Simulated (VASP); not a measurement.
A run of VASP 6.6.1:

INCAR

```
PREC = Accurate
ENCUT = 520
EDIFF = 1E-7
ISMEAR = 0
SIGMA = 0.03
LREAL = F
LASPH = T
NELM = 80
ALGO = Fast
ISIF = 2
LWAVE = F
LCHARG = F
GGA = PS
NBANDS = 16
KPAR = 2
```

The input KPOINTS:

```
Automatic mesh
0
Gamma
  6 6 6
```

File POSCAR:

```
InAs                                    
1.0
    0.0000000000      3.0454540621      3.0454540621
    3.0454540621      0.0000000000      3.0454540621
    3.0454540621      3.0454540621      0.0000000000
  In              As            
     1     1
Direct
     0.0000000000000000    0.0000000000000000    0.0000000000000000
     0.2500000000000000    0.2500000000000000    0.2500000000000000
```

File KPOINTS_OPT:

```
explicit points
9
Reciprocal
 0.0000000000  0.0000000000  0.0000000000 1
 0.3750000000  0.3750000000  0.7500000000 1
 0.5000000000  0.5000000000  0.5000000000 1
 0.6250000000  0.2500000000  0.6250000000 1
 0.5000000000  0.2500000000  0.7500000000 1
 0.5000000000  0.0000000000  0.5000000000 1
 0.4000000000  0.0000000000  0.4000000000 1
 0.4250000000  0.0000000000  0.4250000000 1
 0.4500000000  0.0000000000  0.4500000000 1
```

Potentials or basis: VASP PAW PBE potentials, release 64 (In_d, As).

Launch:

```bash
$ cat potpaw_PBE.64/In_d/POTCAR potpaw_PBE.64/As/POTCAR > POTCAR
$ mpirun -np 2 vasp_std > vasp.out
```

Hardware: 2 MPI ranks on Intel(R) Xeon(R) Platinum 8259CL CPU @ 2.50GHz (Skylake/Cascade Lake), on a shared host.

Q: How long does it take, and how much memory?

A: It took 12 s on 2 MPI ranks on Intel(R) Xeon(R) Platinum 8259CL CPU @ 2.50GHz (Skylake/Cascade Lake) (shared host), peak memory 0.18 GiB a rank. Counts: scf iterations 26, k points 16.
